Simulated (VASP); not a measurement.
VASP ran on this input.

**KPOINTS**
```
Automatic mesh
0
Gamma
5 5 5
0 0 0
```

**INCAR**
```
! general
SYSTEM   =  FeGe
PREC     =  Accurate
ENCUT    =  500
LREAL    =  F
LASPH    =  T

! electronic loop
EDIFF    =  1E-6
NELM     =  100
ALGO     =  Normal
LMAXMIX  =  4

! smearing
ISMEAR   =  0
SIGMA    =  0.05

! ions
IBRION   =  2
NSW      =  40
ISIF     =  3
EDIFFG   =  -0.02
PSTRESS  =  100

! output
LWAVE    =  F
LCHARG   =  F
```

**POSCAR**
```
FeGe
1
    4.5079069176     0.0000000000     0.0000000000
    0.0000000000     4.5079069176     0.0000000000
    0.0000000000     0.0000000000     4.5079069176
Fe Ge
4 4
Direct
  0.8642073340   0.6357926660   0.3642073340
  0.3642073340   0.8642073340   0.6357926660
  0.1357926660   0.1357926660   0.1357926660
  0.6357926660   0.3642073340   0.8642073340
  0.1609426756   0.3390573244   0.6609426756
  0.6609426756   0.1609426756   0.3390573244
  0.8390573244   0.8390573244   0.8390573244
  0.3390573244   0.6609426756   0.1609426756
```

POTCAR, in this order: Fe Ge_d (LDA.64 set). Program: vasp_std.

### Question
Write an equivalent input for Ansatz.

### Answer
One equivalent input (not run):
Ansatz 0.2 input:
```yaml
crystal:
  lattice:
    - [4.5079069, 0.0000000, 0.0000000]
    - [0.0000000, 4.5079069, 0.0000000]
    - [0.0000000, 0.0000000, 4.5079069]
  atoms:
    - { symbol: Fe, position: [0.8642073, 0.6357927, 0.3642073] }
    - { symbol: Fe, position: [0.3642073, 0.8642073, 0.6357927] }
    - { symbol: Fe, position: [0.1357927, 0.1357927, 0.1357927] }
    - { symbol: Fe, position: [0.6357927, 0.3642073, 0.8642073] }
    - { symbol: Ge, position: [0.1609427, 0.3390573, 0.6609427] }
    - { symbol: Ge, position: [0.6609427, 0.1609427, 0.3390573] }
    - { symbol: Ge, position: [0.8390573, 0.8390573, 0.8390573] }
    - { symbol: Ge, position: [0.3390573, 0.6609427, 0.1609427] }
kpoints:
  mp_grid: { grid: [5, 5, 5] }
hamiltonian:
  xc: lda
  pseudopotentials: { kind: paw }
scf:
  occupations: { method: gaussian, width: 0.05 }
  max_iter: 100
relax:
  max_steps: 40
  f_tol: 0.02
  cell: { p_target: 10 }
output: { forces: true, stress: true, eigenvalues: true }
```
What does not carry over: each code has its own PAW files, so the cut-off isn't converted (ENCUT is set for VASP's; basis.ecutwfc is left out, and Ansatz then takes the one that its files recommend); Ansatz stops its SCF on the density residual and VASP on the energy change (EDIFF); Ansatz's lda is the Perdew-Wang form, while the LDA potentials of VASP carry Perdew-Zunger's.

The compound is FeGe in the B20 structure. This run relaxes it under an external pressure of 10 GPa. Symmetry was kept, so distortions that lower it aren't found.
